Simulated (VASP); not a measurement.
# FeO (Wuestite): convergence with the SCF threshold and SCF solver, part 2 of 3

How sensitive are energy and pressure of FeO (Wuestite) to the SCF threshold and SCF solver? The series runs use LDA. The start is a cell from a database of measured crystal structures.

VASP 6.6.1; LDA, spin-polarised from a ferromagnetic start (one magnetic atom a cell); plane waves and PAW (Fe, O).

Still holding for the runs below: The cell holds one magnetic atom, so no antiferromagnetic order fits into it. The k-mesh is coarse for a metal. Oxides and halides of Fe are often magnetic insulators, and a metal at this level, without U or exact exchange, may be an artefact.

So far. Step 6 (SCF threshold: EDIFF = 1E-06): Against the run before the energy stays within 0.01 meV an atom; the pressure moves by +0.10 GPa, after 16 cycles in 5.4 s.

The database entry behind the starting cell differs from later determinations by our own check (inexact against later determinations), so it need not match the best structure at ambient conditions.

**7. SCF threshold: EDIFF = 1E-08**

The input, INCAR:

```
SYSTEM = FeO
PREC = Accurate
ENCUT = 520
EDIFF = 1E-08
NELM = 100
ISMEAR = -1
SIGMA = 0.05
LREAL = .FALSE.
ALGO = Normal
GGA = CA
NBANDS = 16
ISPIN = 2
MAGMOM = 3 0
LASPH = .TRUE.
LMAXMIX = 4
LORBIT = 11
LWAVE = .FALSE.
LCHARG = .FALSE.
KPAR = 2
ISIF = 2
```

The input, POSCAR:

```
FeO
1.0
    0.0000000000      2.1554000000      2.1554000000
    2.1554000000      0.0000000000      2.1554000000
    2.1554000000      2.1554000000      0.0000000000
Fe O
1 1
Direct
    0.0000000000      0.0000000000      0.0000000000
    0.5000000000      0.5000000000      0.5000000000
```

The input, KPOINTS:

```
Automatic mesh
0
Gamma
9 9 9
0 0 0
```

PAW data sets: Fe and O (PBE family, release 64).

Command:

```console
$ mpirun -np 2 vasp_std
```

What it wrote:

```text
[... set-up lines as in an earlier step ...]
 entering main loop
       N       E                     dE             d eps       ncg     rms          rms(c)
[... 14 cycles as in an earlier step ...]
DAV:  15    -0.164547270501E+02    0.12876E-05   -0.45895E-06  3168   0.251E-02    0.400E-03
DAV:  16    -0.164547269923E+02    0.57785E-07   -0.57203E-07  2992   0.983E-03    0.148E-03
DAV:  17    -0.164547269894E+02    0.29731E-08   -0.77098E-08  2976   0.506E-03
   1 F= -.16454727E+02 E0= -.16448719E+02  d E =-.120151E-01  mag=     3.9879
```

Elapsed: 5.8 s, on 2 MPI ranks of Intel Xeon 6975P-C (Granite Rapids), shared host; peak memory 0.26 GiB.

OUTCAR, selected parts (step 7):

```text
  Total       -1.8751639     -1.8751639     -1.8751639      0.0000000      0.0000000      0.0000000
  in kB     -150.0155187   -150.0155187   -150.0155187      0.0000000      0.0000000      0.0000000
  external PRESSURE =    -150.0155187 kB  Pullay stress =       0.0000000 kB

 POSITION                                       TOTAL-FORCE (eV/Angst)
 -----------------------------------------------------------------------------------
      0.00000      0.00000      0.00000        -0.000000     -0.000000     -0.000000
      2.15540      2.15540      2.15540         0.000000      0.000000      0.000000
 -----------------------------------------------------------------------------------
    total drift:                                0.000000     -0.000000      0.000000

  FREE ENERGIE OF THE ION-ELECTRON SYSTEM (eV)
  ---------------------------------------------------
  free  energy   TOTEN  =       -16.4547269894 eV

  energy  without entropy=      -16.4427118445  energy(sigma->0) =      -16.44871942

[... 3 parts as in an earlier step ...]

[... 1 further part left out ...]
[key lines of the parts left out:]
E-fermi :   5.6691
```

Against the run before the energy stays within 0.01 meV an atom; the pressure moves by +0.02 GPa, after 17 cycles in 5.8 s.

**8. The SCF threshold series as a table**

This step: convergence of LDA results with the threshold; plane waves and PAW (VASP 6.6.1).

This step runs nothing: it gathers the runs above.

Differences are taken from the run with EDIFF = 1E-08. Results of the series, by row:

```
      setting     status  energy less the reference (meV/atom)  pressure (GPa)  moment (μB)  SCF cycles  wall time (s)
 EDIFF = 0.01  converged                                0.3705          -13.65        4.003          10            3.8
EDIFF = 0.001  converged                              -0.02494          -13.95        3.979          11              4
EDIFF = 1E-04  converged                               0.01965           -14.7        3.984          12            4.4
EDIFF = 1E-05  converged                              -6.45e-4          -15.12        3.988          15              5
EDIFF = 1E-06  converged                              -4.50e-5          -15.02        3.988          16            5.4
EDIFF = 1E-08  converged                                     0             -15        3.988          17            5.8
```

**9. SCF solver: ALGO = Normal**

This step: LDA, spin-polarised from a ferromagnetic start (one magnetic atom a cell); plane waves and PAW (Fe, O) (VASP 6.6.1).

All solvers should reach one answer; they differ in cycles and robustness.

INCAR: that of step 7 with these lines changed.

```diff
@@ -3,3 +3,3 @@
 ENCUT = 520
-EDIFF = 1E-08
+EDIFF = 1E-06
 NELM = 100
```

POSCAR is that of step 7.

KPOINTS is that of step 7.

Command:

```console
$ mpirun -np 2 vasp_std
```

What it wrote:

```text
[... set-up lines as in an earlier step ...]
 entering main loop
       N       E                     dE             d eps       ncg     rms          rms(c)
[... 16 cycles as in an earlier step ...]
   1 F= -.16454727E+02 E0= -.16448720E+02  d E =-.120149E-01  mag=     3.9879
```

The job ended after 5.4 s (2 MPI ranks; peak memory 0.26 GiB; 9.7 s of CPU time).

From OUTCAR (step 9):

```text
   NELECT =      14.0000    total number of electrons

 E-fermi :   5.6692

 spin component 1
 k-point     1 :       0.0000    0.0000    0.0000
  band No.  band energies     occupation
    ...
      5       2.0842      1.00000
      6       2.0842      1.00000
      7       2.0842      1.00000
      8       2.3543      1.00000
      9       2.3543      1.00000
     10       5.9211      0.00645
     11      21.0888      0.00000
     12      22.6961      0.00000
     13      22.6961      0.00000
     14      22.6961      0.00000
    ...

 k-point     2 :       0.1111    0.0000    0.0000
  band No.  band energies     occupation
    ...
      5       2.2029      1.00000
      6       2.2029      1.00000
      7       2.4785      1.00000
      8       3.2543      1.00000
      9       3.2543      1.00000
     10       6.7245      0.00000
     11      19.2508      0.00000
     12      22.2700      0.00000
     13      22.2700      0.00000
     14      23.4489      0.00000
    ...

[... 13 parts as in an earlier step ...]

[... 14 further parts left out ...]
```

Numbers from this step:

```yaml
scf_cycles: 16
pressure: -15.02 GPa
```

The series starts at -8.2244 eV an atom and -15.02 GPa, after 16 cycles in 5.4 s.

**10. SCF solver: ALGO = Fast**

INCAR: that of step 9 with these lines changed.

```diff
@@ -8,3 +8,3 @@
 LREAL = .FALSE.
-ALGO = Normal
+ALGO = Fast
 GGA = CA
```

POSCAR is that of step 9.

KPOINTS is that of step 9.

Command:

```console
$ mpirun -np 2 vasp_std
```

What it wrote:

```text
[... set-up lines as in an earlier step ...]
 entering main loop
       N       E                     dE             d eps       ncg     rms          rms(c)
[... 5 cycles as in an earlier step ...]
RMM:   6    -0.174014611686E+02    0.14340E+01   -0.67813E+00  2562   0.260E+01    0.201E+01
RMM:   7    -0.165216157337E+02    0.87985E+00   -0.10588E+00  2518   0.112E+01    0.925E+00
RMM:   8    -0.164857793884E+02    0.35836E-01   -0.37107E-02  2682   0.156E+00    0.547E+00
RMM:   9    -0.164489706927E+02    0.36809E-01   -0.76057E-02  2724   0.177E+00    0.280E+00
[...]
RMM:  15    -0.164547322660E+02    0.13811E-05   -0.68539E-06  2537   0.229E-02    0.188E-02
RMM:  16    -0.164547274656E+02    0.48004E-05   -0.41128E-06  2464   0.191E-02    0.817E-03
RMM:  17    -0.164547270411E+02    0.42455E-06   -0.25621E-06  1809   0.137E-02
   1 F= -.16454727E+02 E0= -.16448721E+02  d E =-.120111E-01  mag=     3.9880
```

The job ended after 5.8 s (2 MPI ranks; peak memory 0.26 GiB; 11 s of CPU time).

Parts of OUTCAR (step 10):

```text
  Total       -1.8803152     -1.8803152     -1.8803152     -0.0000000      0.0000000     -0.0000000
  in kB     -150.4276297   -150.4276297   -150.4276297     -0.0000000      0.0000000     -0.0000000
  external PRESSURE =    -150.4276297 kB  Pullay stress =       0.0000000 kB

 POSITION                                       TOTAL-FORCE (eV/Angst)
 -----------------------------------------------------------------------------------
      0.00000      0.00000      0.00000        -0.000000      0.000000      0.000000
      2.15540      2.15540      2.15540         0.000000     -0.000000     -0.000000
 -----------------------------------------------------------------------------------
    total drift:                                0.000000     -0.000000      0.000000

  FREE ENERGIE OF THE ION-ELECTRON SYSTEM (eV)
  ---------------------------------------------------
  free  energy   TOTEN  =       -16.4547270411 eV

  energy  without entropy=      -16.4427159359  energy(sigma->0) =      -16.44872149

[... 3 parts as in an earlier step ...]

[... 1 further part left out ...]
[key lines of the parts left out:]
E-fermi :   5.6695
```

Against the first of the series the energy stays within 0.01 meV an atom; the pressure moves by -0.02 GPa, after 17 cycles in 5.8 s.

**11. SCF solver: ALGO = VeryFast**

INCAR: that of step 10 with these lines changed.

```diff
@@ -8,3 +8,3 @@
 LREAL = .FALSE.
-ALGO = Fast
+ALGO = VeryFast
 GGA = CA
```

POSCAR is that of step 10.

KPOINTS is that of step 10.

Command:

```console
$ mpirun -np 2 vasp_std
```

What it wrote:

```text
[... set-up lines as in an earlier step ...]
 entering main loop
       N       E                     dE             d eps       ncg     rms          rms(c)
RMM:   1     0.101496594236E+03    0.10150E+03   -0.39990E+03  1120   0.784E+02
RMM:   2     0.637596992864E+01   -0.95121E+02   -0.85895E+02  1120   0.194E+02
RMM:   3    -0.120453592075E+02   -0.18421E+02   -0.11397E+02  1120   0.887E+01
RMM:   4    -0.175044142622E+02   -0.54591E+01   -0.26268E+01  1120   0.590E+01
[...]
RMM:  21    -0.164547305141E+02   -0.10302E-06   -0.27023E-05  2641   0.384E-02    0.224E-02
RMM:  22    -0.164547270915E+02    0.34226E-05   -0.15942E-06  2266   0.153E-02    0.400E-03
RMM:  23    -0.164547269951E+02    0.96353E-07   -0.43512E-07  1624   0.610E-03
   1 F= -.16454727E+02 E0= -.16448720E+02  d E =-.120147E-01  mag=     3.9880
```

Wall time 7 s (2 MPI ranks); peak memory 0.26 GiB; 13 s of CPU time.

Parts of OUTCAR (step 11):

```text
  Total       -1.8787508     -1.8787508     -1.8787508     -0.0000000      0.0000000      0.0000000
  in kB     -150.3024770   -150.3024770   -150.3024770     -0.0000000      0.0000000      0.0000000
  external PRESSURE =    -150.3024770 kB  Pullay stress =       0.0000000 kB

  FREE ENERGIE OF THE ION-ELECTRON SYSTEM (eV)
  ---------------------------------------------------
  free  energy   TOTEN  =       -16.4547269951 eV

  energy  without entropy=      -16.4427123021  energy(sigma->0) =      -16.44871965

[... 4 parts as in an earlier step ...]

[... 1 further part left out ...]
[key lines of the parts left out:]
E-fermi :   5.6693
```

Against the first of the series the energy stays within 0.01 meV an atom; the pressure moves by -0.01 GPa, after 23 cycles in 7 s.

**12. SCF solver: ALGO = All**

INCAR: that of step 11 with these lines changed.

```diff
@@ -8,3 +8,3 @@
 LREAL = .FALSE.
-ALGO = VeryFast
+ALGO = All
 GGA = CA
```

POSCAR is that of step 11.

KPOINTS is that of step 11.

Command:

```console
$ mpirun -np 2 vasp_std
```

What it wrote:

```text
[... set-up lines as in an earlier step ...]
 entering main loop
       N       E                     dE             d eps       ncg     rms           ort
DAV:   1     0.598694620451E+02    0.59869E+02   -0.82498E+03   560   0.125E+03
DAV:   2    -0.151230885675E+02   -0.74993E+02   -0.64744E+02   560   0.213E+02
DAV:   3    -0.188092070469E+02   -0.36861E+01   -0.36042E+01   560   0.501E+01
DAV:   4    -0.188352306196E+02   -0.26024E-01   -0.26019E-01   560   0.412E+00
DAV:   5    -0.188354746278E+02   -0.24401E-03   -0.24401E-03   560   0.416E-01
SDA:   6    -0.754434870976E+01    0.11291E+02   -0.24401E-03   560   0.500E+02   0.000E+00
 gam= 0.000 g(H,U,f)=  0.156E+02 0.305E+02 0.386E+01 ort(H,U,f) = 0.000E+00 0.000E+00 0.000E+00
 gam= 0.000 trial= 0.400  step=  0.3243 mean=  0.4000
CGA:   7    -0.155715406510E+02   -0.80272E+01   -0.81113E+01   560   0.232E+01   0.123E+01
 gam= 0.046 g(H,U,f)=  0.141E+01 0.893E+00 0.164E-01 ort(H,U,f) =-0.399E+01 0.525E+01-0.234E-01
 gam= 0.046 trial= 0.392  step=  0.6064 mean=  0.3924
[...]
gam= 0.184 trial= 0.497  step=  0.6952 mean=  0.4971
CGA:  15    -0.164546797142E+02   -0.20744E-03   -0.20713E-03   560   0.127E-03   0.251E-05
 gam= 0.212 g(H,U,f)=  0.113E-03 0.129E-04 0.117E-05 ort(H,U,f) =-0.535E-05 0.112E-04-0.332E-05
 gam= 0.212 trial= 0.517  step=  0.5538 mean=  0.5169
CGA:  16    -0.164547149474E+02   -0.35233E-04   -0.35232E-04   560   0.256E-04   0.596E-07
 gam= 0.202 g(H,U,f)=  0.181E-04 0.532E-05 0.221E-05 ort(H,U,f) = 0.182E-05-0.138E-05-0.376E-06
 gam= 0.202 trial= 0.521  step=  0.6025 mean=  0.5206
CGA:  17    -0.164547226570E+02   -0.77096E-05   -0.77105E-05   560   0.772E-05  -0.989E-08
 gam= 0.302 g(H,U,f)=  0.516E-05 0.224E-05 0.328E-06 ort(H,U,f) =-0.248E-05 0.164E-05 0.830E-06
 gam= 0.302 trial= 0.529  step=  0.8211 mean=  0.5288
CGA:  18    -0.164547258310E+02   -0.31740E-05   -0.31702E-05   560   0.211E-05   0.305E-07
 gam= 0.273 g(H,U,f)=  0.172E-05 0.243E-06 0.148E-06 ort(H,U,f) =-0.122E-05 0.874E-06 0.379E-06
 gam= 0.273 trial= 0.558  step=  0.7809 mean=  0.5580
CGA:  19    -0.164547266580E+02   -0.82699E-06   -0.82584E-06   560   0.759E-06   0.136E-07
 gam= 0.360 g(H,U,f)=  0.427E-06 0.243E-06 0.885E-07 ort(H,U,f) =-0.194E-06 0.247E-07 0.183E-06
 gam= 0.360 trial= 0.580  step=  0.6088 mean=  0.5803
 final diagonalization occupied
   1 F= -.16454727E+02 E0= -.16448722E+02  d E =-.120093E-01  mag=     3.9880
```

Run time: 6.2 s. Hardware: 2 MPI ranks; peak memory 0.29 GiB; 11 s of CPU time.

From OUTCAR (step 12):

```text
  Total       -1.8768465     -1.8768465     -1.8768465      0.0000000      0.0000000     -0.0000000
  in kB     -150.1501301   -150.1501301   -150.1501301      0.0000000      0.0000000     -0.0000000
  external PRESSURE =    -150.1501301 kB  Pullay stress =       0.0000000 kB

  FREE ENERGIE OF THE ION-ELECTRON SYSTEM (eV)
  ---------------------------------------------------
  free  energy   TOTEN  =       -16.4547266580 eV

  energy  without entropy=      -16.4427173808  energy(sigma->0) =      -16.44872202

[... 4 parts as in an earlier step ...]

[... 1 further part left out ...]
[key lines of the parts left out:]
E-fermi :   5.6695
```

Against the first of the series the energy stays within 0.01 meV an atom; the pressure moves by +0.01 GPa, after 19 cycles in 6.2 s.

**13. SCF solver: ALGO = Damped**

INCAR: that of step 12 with these lines changed.

```diff
@@ -8,3 +8,3 @@
 LREAL = .FALSE.
-ALGO = All
+ALGO = Damped
 GGA = CA
```

POSCAR is that of step 12.

KPOINTS is that of step 12.

Command:

```console
$ mpirun -np 2 vasp_std
```

What it wrote:

```text
[... set-up lines as in an earlier step ...]
 entering main loop
       N       E                     dE             d eps       ncg     rms           ort
DAV:   1     0.124754397946E+03    0.12475E+03   -0.74152E+03   560   0.125E+03
DAV:   2     0.295555793951E+01   -0.12180E+03   -0.10698E+03   560   0.272E+02
DAV:   3    -0.162281634871E+02   -0.19184E+02   -0.17136E+02   560   0.110E+02
DAV:   4    -0.186182852145E+02   -0.23901E+01   -0.23197E+01   560   0.423E+01
[...]
DMP:  23    -0.164547242982E+02   -0.21720E-05   -0.30500E-05   560   0.669E-05   0.246E-05
DMP:  24    -0.164547262917E+02   -0.19935E-05   -0.61461E-06   560   0.652E-06   0.232E-05
DMP:  25    -0.164547266093E+02   -0.31767E-06   -0.36715E-06   560   0.903E-06   0.378E-07
 final diagonalization occupied
   1 F= -.16454727E+02 E0= -.16448715E+02  d E =-.120229E-01  mag=     3.9878
```

It took 6.2 s on 2 MPI ranks; peak memory 0.29 GiB.

Parts of OUTCAR (step 13):

```text
  Total       -1.8753974     -1.8753974     -1.8753974     -0.0000000      0.0000000      0.0000000
  in kB     -150.0341991   -150.0341991   -150.0341991     -0.0000000      0.0000000      0.0000000
  external PRESSURE =    -150.0341991 kB  Pullay stress =       0.0000000 kB

  FREE ENERGIE OF THE ION-ELECTRON SYSTEM (eV)
  ---------------------------------------------------
  free  energy   TOTEN  =       -16.4547266093 eV

  energy  without entropy=      -16.4427037327  energy(sigma->0) =      -16.44871517

 magnetization (x)
# of ion       s       p       d       tot
------------------------------------------
    1        0.024   0.021   3.526   3.571
    2        0.030   0.283   0.000   0.314
--------------------------------------------------
tot          0.055   0.304   3.526   3.884

[... 3 parts as in an earlier step ...]

[... 1 further part left out ...]
[key lines of the parts left out:]
E-fermi :   5.6689
```

Against the first of the series the energy stays within 0.01 meV an atom; the pressure moves by +0.02 GPa, after 25 cycles in 6.2 s.

**14. SCF solver: AMIX = 0.1, BMIX = 0.01**

INCAR: that of step 13 with these lines changed.

```diff
@@ -8,3 +8,3 @@
 LREAL = .FALSE.
-ALGO = Damped
+ALGO = Normal
 GGA = CA
@@ -20 +20,3 @@
 ISIF = 2
+AMIX = 0.1
+BMIX = 0.01
```

POSCAR is that of step 13.

KPOINTS is that of step 13.

Command:

```console
$ mpirun -np 2 vasp_std
```

What it wrote:

```text
[... set-up lines as in an earlier step ...]
 entering main loop
       N       E                     dE             d eps       ncg     rms          rms(c)
[... 5 cycles as in an earlier step ...]
DAV:   6    -0.172470928470E+02    0.15884E+01   -0.10953E+00  2968   0.175E+01    0.144E+01
DAV:   7    -0.164998485205E+02    0.74724E+00   -0.25028E+00  3120   0.265E+01    0.129E+01
DAV:   8    -0.165072244380E+02   -0.73759E-02   -0.16756E-01  2496   0.333E+00    0.105E+01
DAV:   9    -0.164698382967E+02    0.37386E-01   -0.21735E-02  2824   0.155E+00    0.636E+00
[...]
DAV:  13    -0.164547498599E+02    0.68405E-04   -0.31527E-04  3288   0.327E-01    0.773E-02
DAV:  14    -0.164547264887E+02    0.23371E-04   -0.36621E-05  2720   0.841E-02    0.197E-02
DAV:  15    -0.164547262999E+02    0.18878E-06   -0.10244E-06  1792   0.216E-02
   1 F= -.16454726E+02 E0= -.16448718E+02  d E =-.120159E-01  mag=     3.9880
```

Run time: 5 s. Hardware: 2 MPI ranks; peak memory 0.26 GiB; 9.1 s of CPU time.

OUTCAR, selected parts (step 14):

```text
  Total       -1.8747428     -1.8747428     -1.8747428      0.0000000     -0.0000000      0.0000000
  in kB     -149.9818297   -149.9818297   -149.9818297      0.0000000     -0.0000000      0.0000000
  external PRESSURE =    -149.9818297 kB  Pullay stress =       0.0000000 kB

 POSITION                                       TOTAL-FORCE (eV/Angst)
 -----------------------------------------------------------------------------------
      0.00000      0.00000      0.00000         0.000000      0.000000      0.000000
      2.15540      2.15540      2.15540        -0.000000     -0.000000     -0.000000
 -----------------------------------------------------------------------------------
    total drift:                                0.000000     -0.000000     -0.000000

  FREE ENERGIE OF THE ION-ELECTRON SYSTEM (eV)
  ---------------------------------------------------
  free  energy   TOTEN  =       -16.4547262999 eV

  energy  without entropy=      -16.4427103614  energy(sigma->0) =      -16.44871833

[... 3 parts as in an earlier step ...]

[... 1 further part left out ...]
[key lines of the parts left out:]
E-fermi :   5.6690
```

Against the first of the series the energy stays within 0.01 meV an atom; the pressure moves by +0.02 GPa, after 15 cycles in 5 s.

[end of part 2 of 3]

[Lines on the potential files, build, host, timing and source positions are cut from VASP's logs without a mark.]

[Logs are printed without paths, hosts, clocks, repeated set-up lines and the standing remarks that a program may print on its own settings, such as how far it seeks lower states.]

[Hosts, paths, dates, database ids (printed as entryN), source tags and the programs' standing remarks are cut or masked in the printed files.]

[A measured line is paired with the nearest computed mode of its activity, which favours agreement.]
